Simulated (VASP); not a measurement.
Data:

```
CELL_PARAMETERS angstrom
      1.54389    -2.67409     0.00000
      1.54389     2.67409     0.00000
      0.00000     0.00000     3.51568
ATOMIC_POSITIONS crystal
  Mg 0.00000 0.00000 0.00000
  B  0.33333 0.66667 0.50000
  B  0.66667 0.33333 0.50000
```

Level of theory: vdW-DF2, VASP's PBE PAW potentials (set 64) (plane waves; VASP). Numerical set-up: 520 eV cut-off, 13×13×10 Γ-centred mesh, tetrahedra with Blöchl corrections, potentials Mg B.

The cores are frozen, which limits the accuracy of field gradients.

Q: Give the principal components of the electric field gradient (V/Å²) and the asymmetry η at each nucleus.

A: 
| atom | Vxx | Vyy | Vzz | η |
|---|---|---|---|---|
| Mg1 | -0.2 | -0.2 | 0.3 | - |
| B2 | -10.8 | -10.8 | 21.6 | 0.00 |
| B3 | -10.8 | -10.8 | 21.6 | 0.00 |

The compound is MgB2 in the AlB2 type structure. It was relaxed first.
